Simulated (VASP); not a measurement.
Method: LDA (Ceperley-Alder, Perdew-Zunger), VASP's LDA PAW potentials (set 64) (plane waves; VASP).

A VASP calculation is set up with these files.

### KPOINTS
```
kpoints
0
Gamma
13 13 7
0 0 0
```

POSCAR:
```
La
1
    3.7462850000     0.0000000000     0.0000000000
   -1.8731420000     3.2443770000     0.0000000000
    0.0000000000     0.0000000000     6.0824460000
La
2
Direct
  0.3333330000   0.6666670000   0.2500000000
  0.6666670000   0.3333330000   0.7500000000
```

### INCAR
```
SYSTEM = La
PREC = Accurate; ENCUT = 300; LREAL = .False.
LASPH = .True.
EDIFF = 1E-6; NELM = 100; ALGO = Normal
LMAXMIX = 6
ISMEAR = 0; SIGMA = 0.136
ISIF = 2
LWAVE = .False.; LCHARG = .False.
```

POTCAR, in this order: La (LDA.64 set). Program: vasp_std.

What VASP printed:

File OUTCAR:
```
 ion  position               nearest neighbor table
   1  0.333  0.667  0.250-
   2  0.667  0.333  0.750-
  LATTYP: Found a hexagonal cell.
 ALAT       =     3.7462850000
 C/A-ratio  =     1.6235940405
 Subroutine PRICEL returns:
 Original cell was already a primitive cell.
 Subroutine GETGRP returns: Found 24 space group operations
The static configuration has the point symmetry D_3d.
 The point group associated with its full space group is D_6h.
The dynamic configuration has the point symmetry D_3d.
 Subroutine INISYM returns: Found 24 space group operations
 Subroutine IBZKPT returns following result:
 Found     84 irreducible k-points:

 Following reciprocal coordinates:
            Coordinates               Weight
  0.000000  0.000000  0.000000      1.000000
  0.076923  0.000000  0.000000      6.000000
  0.153846 -0.000000  0.000000      6.000000
  0.230769 -0.000000  0.000000      6.000000
  0.307692 -0.000000  0.000000      6.000000
  0.384615  0.000000  0.000000      6.000000
  0.461538  0.000000  0.000000      6.000000
  0.076923  0.076923  0.000000      6.000000
  0.153846  0.076923  0.000000     12.000000
  0.230769  0.076923  0.000000     12.000000
  0.307692  0.076923  0.000000     12.000000
  0.384615  0.076923  0.000000     12.000000
  0.461538  0.076923  0.000000      6.000000
  0.153846  0.153846  0.000000      6.000000
  0.230769  0.153846  0.000000     12.000000
  0.307692  0.153846  0.000000     12.000000
  0.384615  0.153846  0.000000     12.000000
  0.230769  0.230769  0.000000      6.000000
  0.307692  0.230769  0.000000     12.000000
  0.384615  0.230769  0.000000      6.000000
  0.307692  0.307692  0.000000      6.000000
  0.000000  0.000000  0.142857      2.000000
  0.076923  0.000000  0.142857     12.000000
  0.153846 -0.000000  0.142857     12.000000
  0.230769 -0.000000  0.142857     12.000000
  0.307692 -0.000000  0.142857     12.000000
  0.384615  0.000000  0.142857     12.000000
  0.461538  0.000000  0.142857     12.000000
  0.076923  0.076923  0.142857     12.000000
  0.153846  0.076923  0.142857     24.000000
  0.230769  0.076923  0.142857     24.000000
  0.307692  0.076923  0.142857     24.000000
  0.384615  0.076923  0.142857     24.000000
  0.461538  0.076923  0.142857     12.000000
  0.153846  0.153846  0.142857     12.000000
  0.230769  0.153846  0.142857     24.000000
  0.307692  0.153846  0.142857     24.000000
  0.384615  0.153846  0.142857     24.000000
  0.230769  0.230769  0.142857     12.000000
  0.307692  0.230769  0.142857     24.000000
   k-points           NKPTS =     84   k-points in BZ     NKDIM =     84   number of bands    NBANDS=     15
   number of dos      NEDOS =    301   number of ions     NIONS =      2
   total plane-waves  NPLWV =  20736
   dimension x,y,z NGX =    24 NGY =   24 NGZ =   36
   dimension x,y,z NGXF=    48 NGYF=   48 NGZF=   72
   ions per type =               2
   PREC   = accura    normal or accurate (medium, high low for compatibility)
   ISTART =      0    job   : 0-new  1-cont  2-samecut
   ICHARG =      2    charge: 1-file 2-atom 10-const
   ISPIN  =      1    spin polarized calculation?
   LNONCOLLINEAR =      F non collinear calculations
   LSORBIT =      F    spin-orbit coupling
   INIWAV =      1    electr: 0-lowe 1-rand  2-diag
   ENCUT  =  300.0 eV  22.05 Ry    4.70 a.u.   5.29  5.29  8.59*2*pi/ulx,y,z
   NELM   =    100;   NELMIN=  2; NELMDL= -5     # of ELM steps
   EDIFF  = 0.1E-05   stopping-criterion for ELM
   LREAL  =      F    real-space projection
...
```

File OSZICAR:
```
       N       E                     dE             d eps       ncg     rms          rms(c)
DAV:   1     0.213508715419E+03    0.21351E+03   -0.60324E+03  2528   0.131E+03
DAV:   2     0.186870756954E+02   -0.19482E+03   -0.19342E+03  3784   0.340E+02
DAV:   3    -0.740774091312E+01   -0.26095E+02   -0.25797E+02  4376   0.135E+02
DAV:   4    -0.107233999638E+02   -0.33157E+01   -0.32730E+01  5024   0.427E+01
DAV:   5    -0.110228853044E+02   -0.29949E+00   -0.29847E+00  4096   0.119E+01    0.321E+00
DAV:   6    -0.110317420965E+02   -0.88568E-02   -0.46929E-01  5032   0.516E+00    0.161E+00
DAV:   7    -0.110160061895E+02    0.15736E-01   -0.36399E-02  4488   0.154E+00    0.484E-01
DAV:   8    -0.110143336753E+02    0.16725E-02   -0.40519E-03  5040   0.558E-01    0.594E-02
DAV:   9    -0.110144083117E+02   -0.74636E-04   -0.49030E-04  4880   0.166E-01    0.355E-02
DAV:  10    -0.110144212962E+02   -0.12984E-04   -0.58162E-05  4960   0.495E-02    0.241E-02
DAV:  11    -0.110144211353E+02    0.16089E-06   -0.13449E-05  4040   0.386E-02    0.405E-03
DAV:  12    -0.110144210679E+02    0.67351E-07   -0.38876E-07  3024   0.895E-03
   1 F= -.11014421E+02 E0= -.10997956E+02  d E =-.329299E-01
```

**OUTCAR**
```
------------------------ aborting loop because EDIFF is reached ----------------------------------------
  FORCE on cell =-STRESS in cart. coord.  units (eV):
  Direction    XX          YY          ZZ          XY          YZ          ZX
  --------------------------------------------------------------------------------------
  Total       -1.4796204     -1.4796195     -1.4823685     -0.0000002      0.0000000      0.0000000
  in kB      -32.0664229    -32.0664035    -32.1259785     -0.0000049      0.0000000      0.0000000
  external PRESSURE =     -32.0862683 kB  Pullay stress =       0.0000000 kB
  volume of cell :       73.93
      direct lattice vectors                 reciprocal lattice vectors
     3.746285000  0.000000000  0.000000000     0.266931106  0.154112752  0.000000000
    -1.873142000  3.244377000  0.000000000     0.000000000  0.308225585  0.000000000
     0.000000000  0.000000000  6.082446000     0.000000000  0.000000000  0.164407543
 POSITION                                       TOTAL-FORCE (eV/Angst)
 -----------------------------------------------------------------------------------
     -0.00000      2.16292      1.52061         0.000000      0.000000      0.000000
      1.87314      1.08146      4.56183        -0.000000     -0.000000      0.000000
 -----------------------------------------------------------------------------------
    total drift:                               -0.000841      0.000485     -0.000014
  FREE ENERGIE OF THE ION-ELECTRON SYSTEM (eV)
  ---------------------------------------------------
  free  energy   TOTEN  =       -11.0144210679 eV

  energy  without entropy=      -10.9814911482  energy(sigma->0) =      -10.99795611
```
(Selected blocks of OUTCAR.)

At this cut-off the stress carries a Pulay error, which pulls relaxed volumes low.

The structure was generated: La was put into an ordered model structure, which need not be its known phase. The cell was not relaxed at this level. The run is one of a series of settings (GGA removed, POTCAR La (LDA.64 set) against the base run), some of them coarse on purpose.
